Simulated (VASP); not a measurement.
A cell of Pd (fcc) near equilibrium:

```yaml
crystal:
  lattice:
    - [0.00000, 1.93587, 1.93587]
    - [1.93587, 0.00000, 1.93587]
    - [1.93587, 1.93587, 0.00000]
  atoms:
    - { symbol: Pd, position: [0.00000, 0.00000, 0.00000] }
```

The numbers are results of PBEsol GGA, VASP's PBE PAW potentials (set 64) (plane waves; VASP), not measurements.

```tsv
run	ΔE (meV/atom)	σxx	σyy	σzz	largest shear component, with its sign (GPa)	largest force (eV/Å)
as it is	0.0	0.39	0.39	0.39	0.00	0.000
after one change	1.5	2.31	2.98	2.31	0.00	0.000
```
Stress is in GPa, positive when the cell is compressed.

Question: Which change was made?
A) biaxial strain of +0.5 % in the yz plane
B) uniaxial strain of -1.0 % along y
C) isotropic strain of -1.0 %
D) isotropic strain of +1.0 %

Answer: B, uniaxial strain of -1.0 % along y

The compound is Pd in the fcc structure.
